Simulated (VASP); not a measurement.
Method: r2SCAN meta-GGA, VASP's PBE PAW potentials (set 64) (plane waves; VASP 6.6.1).

The input files of a VASP run:

### INCAR
```
# general
SYSTEM =V2O5
PREC   =Accurate
ENCUT  =520
LREAL  =Auto
LASPH  =.True.

# electronic loop
EDIFF  =1E-6
NELM   =100
ALGO   =Normal
LMAXMIX=4
LMIXTAU=.True.

# smearing
ISMEAR =0
SIGMA  =0.05

# functional
METAGGA=R2SCAN

# ions
IBRION =2
NSW    =60
ISIF   =3
EDIFFG =-0.02

# output
LWAVE  =.False.
LCHARG =.False.
```

File POSCAR:
```
V2O5
1
    6.2761686932     0.0000000000     0.0019449033
    0.0000000000     3.5486523475     0.0000000000
   -0.0153040767     0.0000000000     7.2798211750
V O
4 10
Direct
  0.7400898495   0.2500000000   0.7269625293
  0.2599101505   0.7500000000   0.2730374707
  0.1937785044   0.2500000000   0.9031444191
  0.8062214956   0.7500000000   0.0968555809
  0.7395334084   0.7500000000   0.8098312024
  0.2604665916   0.2500000000   0.1901687976
  0.0369462447   0.2500000000   0.7084415799
  0.9630537553   0.7500000000   0.2915584201
  0.4397887139   0.2500000000   0.8277175768
  0.5602112861   0.7500000000   0.1722824232
  0.1454972515   0.7500000000   0.9693611331
  0.8545027485   0.2500000000   0.0306388669
  0.6794186960   0.2500000000   0.5168634906
  0.3205813040   0.7500000000   0.4831365094
```

KPOINTS:
```
Regular mesh
0
G
 3 6 3
```

POTCAR, in this order: V_sv O (PBE.64 set). Program: vasp_std.

Output of the run:

File OSZICAR:
```
       N       E                     dE             d eps       ncg     rms          rms(c)
DAV:   1     0.157218477971E+04    0.15722E+04   -0.66128E+04  2736   0.181E+03
DAV:   2     0.517244927915E+01   -0.15670E+04   -0.15101E+04  2788   0.553E+02
DAV:   3    -0.223092746160E+03   -0.22827E+03   -0.22359E+03  3170   0.196E+02
DAV:   4    -0.230265819600E+03   -0.71731E+01   -0.71576E+01  3120   0.387E+01
DAV:   5    -0.230394603031E+03   -0.12878E+00   -0.12867E+00  3160   0.537E+00    0.101E+02
DAV:   6    -0.183628139761E+03    0.46766E+02   -0.37063E+02  3459   0.117E+02    0.524E+01
DAV:   7    -0.171243713015E+03    0.12384E+02   -0.36699E+02  3468   0.116E+02    0.466E+01
DAV:   8    -0.149939363512E+03    0.21304E+02   -0.37257E+01  3297   0.370E+01    0.150E+01
DAV:   9    -0.150474830429E+03   -0.53547E+00   -0.92513E+00  3479   0.157E+01    0.488E+00
DAV:  10    -0.150293639016E+03    0.18119E+00   -0.19433E+00  3440   0.684E+00    0.223E+00
DAV:  11    -0.150411774100E+03   -0.11814E+00   -0.49519E-01  3426   0.426E+00    0.187E+00
DAV:  12    -0.150169016124E+03    0.24276E+00   -0.17019E-01  3149   0.268E+00    0.909E-01
DAV:  13    -0.150295091784E+03   -0.12608E+00   -0.25105E-01  3461   0.315E+00    0.783E-01
DAV:  14    -0.150496801259E+03   -0.20171E+00   -0.71646E-02  3042   0.176E+00    0.286E-01
DAV:  15    -0.150502053029E+03   -0.52518E-02   -0.13646E-02  3376   0.632E-01    0.902E-02
DAV:  16    -0.150504258771E+03   -0.22057E-02   -0.23294E-03  2949   0.307E-01    0.675E-02
DAV:  17    -0.150504548062E+03   -0.28929E-03   -0.61205E-04  3016   0.150E-01    0.248E-02
DAV:  18    -0.150504664297E+03   -0.11623E-03   -0.13782E-04  3168   0.685E-02    0.145E-02
DAV:  19    -0.150504685262E+03   -0.20966E-04   -0.28897E-05  2760   0.330E-02    0.802E-03
DAV:  20    -0.150504686002E+03   -0.73953E-06   -0.91364E-06  3000   0.167E-02
   1 F= -.15050469E+03 E0= -.15050469E+03  d E =-.150505E+03
       N       E                     dE             d eps       ncg     rms          rms(c)
DAV:   1    -0.150504268496E+03    0.41677E-03   -0.74399E-02  3361   0.254E+00    0.160E-01
DAV:   2    -0.150504736220E+03   -0.46772E-03   -0.61007E-03  2904   0.446E-01    0.133E-01
DAV:   3    -0.150504686102E+03    0.50118E-04   -0.51269E-04  3498   0.156E-01    0.104E-01
DAV:   4    -0.150504669248E+03    0.16854E-04   -0.31659E-04  3562   0.110E-01    0.402E-02
DAV:   5    -0.150504655552E+03    0.13697E-04   -0.67720E-05  3477   0.543E-02    0.147E-02
DAV:   6    -0.150504659233E+03   -0.36812E-05   -0.29464E-05  3592   0.329E-02    0.988E-03
DAV:   7    -0.150504660927E+03   -0.16942E-05   -0.48123E-06  2837   0.155E-02    0.607E-03
DAV:   8    -0.150504660279E+03    0.64822E-06   -0.18231E-06  1885   0.883E-03
   2 F= -.15050466E+03 E0= -.15050466E+03  d E =0.257230E-04
       N       E                     dE             d eps       ncg     rms          rms(c)
DAV:   1    -0.150504613105E+03    0.47822E-04   -0.23350E-02  3357   0.143E+00    0.928E-02
DAV:   2    -0.150504763873E+03   -0.15077E-03   -0.19220E-03  2867   0.250E-01    0.735E-02
DAV:   3    -0.150504747126E+03    0.16746E-04   -0.18467E-04  3512   0.913E-02    0.603E-02
DAV:   4    -0.150504741008E+03    0.61185E-05   -0.10042E-04  3570   0.617E-02    0.208E-02
DAV:   5    -0.150504738246E+03    0.27612E-05   -0.19059E-05  3440   0.292E-02    0.769E-03
DAV:   6    -0.150504739845E+03   -0.15986E-05   -0.83374E-06  3192   0.174E-02    0.535E-03
DAV:   7    -0.150504740554E+03   -0.70885E-06   -0.11425E-06  1831   0.851E-03
   3 F= -.15050474E+03 E0= -.15050474E+03  d E =-.545521E-04
```

File OUTCAR:
```
------------------------ aborting loop because EDIFF is reached ----------------------------------------
  FORCE on cell =-STRESS in cart. coord.  units (eV):
  Direction    XX          YY          ZZ          XY          YZ          ZX
  --------------------------------------------------------------------------------------
  Total        0.0065353      0.0328074     -0.0795798      0.0000000      0.0000000     -0.0281426
  in kB        0.0645691      0.3241400     -0.7862568      0.0000000      0.0000000     -0.2780515
  external PRESSURE =      -0.1325159 kB  Pullay stress =       0.0000000 kB
  volume of cell :      162.16
      direct lattice vectors                 reciprocal lattice vectors
     6.276571996  0.000000000  0.002350222     0.159322515  0.000000000  0.000324608
     0.000000000  3.548954642  0.000000000     0.000000000  0.281773114  0.000000000
    -0.014832262  0.000000000  7.279908714    -0.000051435  0.000000000  0.137364255
 POSITION                                       TOTAL-FORCE (eV/Angst)
 -----------------------------------------------------------------------------------
      4.63427      0.88724      5.29381         0.009472      0.000000     -0.012798
      1.62747      2.66172      1.98845        -0.009472      0.000000      0.012798
      1.20343      0.88724      6.57584        -0.006184      0.000000      0.002311
      5.05831      2.66172      0.70642         0.006184      0.000000     -0.002311
      4.62984      2.66172      5.89721         0.002175      0.000000      0.002737
      1.63190      0.88724      1.38505        -0.002175      0.000000     -0.002737
      0.22123      0.88724      5.15721         0.000076     -0.000000      0.011086
      6.04051      2.66172      2.12505        -0.000076      0.000000     -0.011086
      2.74805      0.88724      6.02645         0.003284      0.000000     -0.012048
      3.51369      2.66172      1.25581        -0.003284      0.000000      0.012048
      0.89875      2.66172      7.05697         0.000306      0.000000     -0.009845
      5.36299      0.88724      0.22529        -0.000306      0.000000      0.009845
      4.25680      0.88724      3.76414         0.001752     -0.000000     -0.003271
      2.00494      2.66172      3.51811        -0.001752      0.000000      0.003271
 -----------------------------------------------------------------------------------
    total drift:                               -0.000000     -0.000000      0.000000
  FREE ENERGIE OF THE ION-ELECTRON SYSTEM (eV)
  ---------------------------------------------------
  free  energy   TOTEN  =      -150.5047405539 eV

  energy  without entropy=     -150.5047405539  energy(sigma->0) =     -150.50474055

 reached required accuracy - stopping structural energy minimisation
```
(Selected blocks of OUTCAR.)

File CONTCAR:
```
V2O5
   1.00000000000000
     6.2765719960831969    0.0000000000000000    0.0023502218182328
     0.0000000000000000    3.5489546423265437    0.0000000000000000
    -0.0148322620403380    0.0000000000000000    7.2799087140559271
  V               O
     4    10
Direct
     0.7400625074029907    0.2500000000000000    0.7269424262257778
     0.2599374925970092    0.7500000000000000    0.2730575737742221
     0.1938676517695092    0.2500000000000000    0.9032235774618518
     0.8061323482304907    0.7500000000000000    0.0967764225381482
     0.7395516440621719    0.7500000000000000    0.8098279717213143
     0.2604483559378281    0.2500000000000000    0.1901720282786857
     0.0369210734332306    0.2500000000000000    0.7084048674258006
     0.9630789265667694    0.7500000000000000    0.2915951325741994
     0.4397821415402917    0.2500000000000000    0.8276768908363999
     0.5602178584597083    0.7500000000000000    0.1723231091636001
     0.1454820074961033    0.7500000000000000    0.9693292978619049
     0.8545179925038967    0.2500000000000000    0.0306707021380952
     0.6794261073294388    0.2500000000000000    0.5168399502083540
     0.3205738926705612    0.7500000000000000    0.4831600497916459
```

The structure comes from a computed database's V2O5 entry (P2_1/m); how it stands against other phases isn't given here. This run relaxes it. Symmetry was kept, so distortions that lower it aren't found. The start is the result of an earlier pass. The run is not spin-polarised, so no magnetic state was tried.
